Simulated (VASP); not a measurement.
An input for Quantum ESPRESSO's pw.x (written as the equivalent of a VASP run, and not itself run):

```
&CONTROL
  calculation = 'scf'
  pseudo_dir = './pseudo'
  outdir = './out'
  tprnfor = .true.
  tstress = .true.
/
&SYSTEM
  ibrav = 0
  nat = 2
  ntyp = 2
  ecutwfc = 74
  occupations = 'smearing'
  smearing = 'gaussian'
  degauss = 0.003675
  input_dft = 'pbe'
  vdw_corr = 'grimme-d3'
  dftd3_version = 4
  dftd3_threebody = .false.
/
&ELECTRONS
  conv_thr = 7.3e-09
  electron_maxstep = 100
/
ATOMIC_SPECIES
  Li 6.940 Li.upf
  H 1.008 H.upf
CELL_PARAMETERS angstrom
     0.0000000    1.9530621    1.9530621
     1.9530621    0.0000000    1.9530621
     1.9530621    1.9530621    0.0000000
ATOMIC_POSITIONS crystal
  Li   0.0000000  0.0000000  0.0000000
  H    0.5000000  0.5000000  0.5000000
K_POINTS automatic
  12 12 12 0 0 0
```

Problem. Write the VASP files for the same calculation (PBE-D3(BJ)).

Solution. Several could match; the one computed here: 
**POSCAR**
```
LiH
1.0
  0.0000000000   1.9530621297   1.9530621297
  1.9530621297   0.0000000000   1.9530621297
  1.9530621297   1.9530621297   0.0000000000
Li H
1 1
Direct
  0.0000000000   0.0000000000   0.0000000000
  0.5000000000   0.5000000000   0.5000000000
```

INCAR:
```
SYSTEM  =  LiH
PREC  =  Accurate; ENCUT  =  520; LREAL  =  .FALSE.
LASPH  =  .TRUE.
EDIFF  =  1E-7; NELM  =  100; ALGO  =  Normal
ISMEAR  =  0; SIGMA  =  0.05
GGA  =  PE; IVDW  =  12
ISIF  =  2
LWAVE  =  .FALSE.; LCHARG  =  .FALSE.
```

**KPOINTS**
```
Automatic
0
gamma
  12 12 12
0 0 0
```

POTCAR, in this order: Li_sv H (PBE.64 set). Program: vasp_std.

The two are equivalent in intent, not identical: the potentials are each code's own (VASP's PAW set, PseudoDojo norm-conserving files in pw.x), so ENCUT and ecutwfc are chosen apart and not converted; conv_thr bounds pw.x's estimated SCF error, while EDIFF bounds the energy change between steps.

The compound is LiH in the rock salt structure. This cell is one point of a volume scan, at 1.03 of the reference volume.
